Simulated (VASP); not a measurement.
Data:

```
MgBr2
1.0
    3.76142     0.00000     0.00000
   -1.88071     3.25748     0.00000
    0.00000     0.00000     6.24251
Mg Br
1 2
Direct
  0.00000   0.00000   0.00000
  0.33333   0.66667   0.23348
  0.66667   0.33333   0.76652
```

Computed with LDA (Ceperley-Alder, Perdew-Zunger), VASP's LDA PAW potentials (set 64) (plane waves; VASP). Numerical set-up: 300 eV cut-off, 10×10×6 Γ-centred mesh, Gaussian smearing of 0.010 eV, potentials Mg Br.

Energy and stress use the plane-wave basis of the starting cell.

Question: The ions, cell shape and volume are relaxed. Give the cell that the relaxation ends in.

Answer: 
```
MgBr2
1.0
    3.75498     0.00000     0.00000
   -1.87749     3.25191     0.00000
    0.00000     0.00000     6.10237
Mg Br
1 2
Direct
  0.00000   0.00000   0.00000
  0.33333   0.66667   0.24466
  0.66667   0.33333   0.75534
```
Space group P-3m1 (164), at a tolerance of 0.03 Å.

Question: How do energy and volume change from the first to the last step?

Answer: The energy (σ→0) changes by -4.3 meV/atom and the volume by -2.6 %, in 11 ionic steps.

| step | E(σ→0) (eV) | max force (eV/Å) | pressure (GPa) | volume (Å³) |
|---|---|---|---|---|
| 1 | -10.6733 | 0.255 | 0.60 | 76.49 |
| 2 | -10.6786 | 0.077 | -0.31 | 77.55 |
| 3 | -10.6786 | 0.077 | -0.31 | 77.55 |
| 4 | -10.6801 | 0.063 | -0.23 | 77.16 |
| 5 | -10.6819 | 0.026 | -0.02 | 76.13 |
| 6 | -10.6830 | 0.027 | 0.00 | 75.82 |
| 7 | -10.6854 | 0.025 | 0.09 | 74.89 |
| 8 | -10.6837 | 0.007 | 0.36 | 73.03 |
| 9 | -10.6860 | 0.026 | 0.17 | 74.32 |
| 10 | -10.6852 | 0.062 | -0.41 | 74.97 |
| 11 | -10.6861 | 0.001 | -0.01 | 74.52 |

The structure comes from a computed database's MgBr2 entry (P-3m1); how it stands against other phases isn't given here. This run relaxes it. Symmetry was kept, so distortions that lower it aren't found. The run is one of a series of settings (EDIFFG = -0.01, IBRION = 2, ISIF = 3, NSW = 50 against the base run), some of them coarse on purpose.
